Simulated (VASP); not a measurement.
A convergence study with VASP on WS$_{2}$ (2H layered): one setting is varied, all else stays as given below, so the limit is that of these other settings.

```xyz
6
Lattice="1.5750 -2.7280 0.0000 1.5750 2.7280 0.0000 0.0000 0.0000 12.3200" Properties=species:S:1:pos:R:3 pbc="T T T"
W      1.5750     0.9093     3.0800
W      1.5750    -0.9093     9.2400
S      1.5750     0.9093    10.8170
S      1.5750    -0.9093     4.6570
S      1.5750    -0.9093     1.5030
S      1.5750     0.9093     7.6630
```

The numbers are results of LDA (Ceperley-Alder, Perdew-Zunger), VASP's LDA PAW potentials (set 64) (plane waves; VASP 6.6.1), not measurements. The tightest run used: 550 eV cut-off, 17×17×4 Γ-centred mesh, Gaussian smearing of 0.050 eV, potentials W_sv S.

The settings run are 1×1×1 mesh; 2×2×1 mesh; 3×3×1 mesh; 4×4×1 mesh; 5×5×1 mesh; 6×6×1 mesh; 8×8×2 mesh; 9×9×2 mesh; 10×10×2 mesh; 11×11×2 mesh; 12×12×3 mesh; 13×13×3 mesh; 14×14×3 mesh; 15×15×3 mesh; 16×16×4 mesh; 17×17×4 mesh. From which on does the energy per atom stay within 0.001 eV/atom of the tightest run?

From 8×8×2 mesh on: it is off by 0.0001 there and by no more than 0.001 in any finer run, while 6×6×1 mesh is off by 0.0065.
```tsv
setting	E (eV/atom)	pressure (GPa)	largest force (eV/Å)	irreducible k-points	difference judged (eV/atom)
1×1×1 mesh	-5.6414	18.51	4.452	1	3.1085
2×2×1 mesh	-8.4029	-0.80	0.055	2	0.3470
3×3×1 mesh	-8.7256	-3.41	0.686	3	0.0243
4×4×1 mesh	-8.7618	-4.04	0.501	4	0.0119
5×5×1 mesh	-8.7438	-3.64	0.432	5	0.0060
6×6×1 mesh	-8.7433	-3.64	0.428	7	0.0065
8×8×2 mesh	-8.7498	-3.80	0.405	20	0.0001
9×9×2 mesh	-8.7498	-3.80	0.404	24	0.0001
10×10×2 mesh	-8.7498	-3.80	0.405	28	0.0000
11×11×2 mesh	-8.7498	-3.80	0.405	32	0.0000
12×12×3 mesh	-8.7498	-3.80	0.405	38	0.0000
13×13×3 mesh	-8.7498	-3.81	0.405	42	0.0000
14×14×3 mesh	-8.7498	-3.80	0.405	48	0.0000
15×15×3 mesh	-8.7498	-3.80	0.405	54	0.0000
16×16×4 mesh	-8.7498	-3.80	0.405	90	0.0000
17×17×4 mesh	-8.7498	-3.81	0.405	99	0.0000
```

Left out are rungs that failed or repeat a setting and relaxations that didn't move; long series are thinned to 24 rows.

The compound is WS2 in the 2H layered structure. The cell was not relaxed at this level, forces remain on its atoms.
